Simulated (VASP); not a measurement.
VASP runs on GaSb (zinc blende) share one base input (PBE GGA, plane waves, VASP's PBE PAW potentials (set 64)) and change the settings named in each case.

File POSCAR:
```
GaSb
6.2220
  0.0000000000   0.5000000000   0.5000000000
  0.5000000000   0.0000000000   0.5000000000
  0.5000000000   0.5000000000   0.0000000000
Ga Sb
1 1
Cartesian
  0.0000000000   0.0000000000   0.0000000000
  0.2500000000   0.2500000000   0.2500000000
```

KPOINTS:
```
Automatic mesh
0
Gamma
7 7 7
0 0 0
```

### INCAR
```
! general
SYSTEM  = GaSb
PREC    = Accurate
ENCUT   = 400
LREAL   = F
LASPH   = T

! electronic loop
EDIFF   = 1E-6
NELM    = 100
ALGO    = Normal
LMAXMIX = 4

! smearing
ISMEAR  = 0
SIGMA   = 0.05

! functional
GGA     = PE

! ions
ISIF    = 2

! output
LWAVE   = F
LCHARG  = F
```

POTCAR, in this order: Ga_d Sb (PBE.64 set). Program: vasp_std.

```tsv
change	E(σ→0) (eV/atom)	pressure (GPa)	−TS (eV)	irreducible k-points
base run	-3.6791	-0.22	-0.0002	20
KPOINTS 1×1×1 Γ-centred mesh	4.1527	68.73	-0.0771	1
KPOINTS 3×3×3 Γ-centred mesh	-3.4032	1.84	-0.0029	4
KPOINTS 8×8×8 Γ-centred mesh	[?]	[?]	-0.0002	29
KPOINTS 12×12×12 Γ-centred mesh	-3.6859	-0.25	0.0000	72
KPOINTS 13×13×13 Γ-centred mesh	-3.6861	-0.26	0.0000	84
```

Question: Complete the blanks.

Answer: 
- KPOINTS 8×8×8 Γ-centred mesh, E(σ→0) (eV/atom): -3.6827
- KPOINTS 8×8×8 Γ-centred mesh, pressure (GPa): -0.24

Unless said otherwise, spin-orbit coupling is left out, though it shifts the bands of the heavy elements here.

Left out are runs that ran out of time, are held back, or changed the cell or the kind of run, fixed moments of cells without a moment, rows past the twelfth, gaps on odd meshes, pressures of charged cells and columns that move by less than the noise.

The compound is GaSb in the zinc blende structure. The cell was not relaxed at this level.
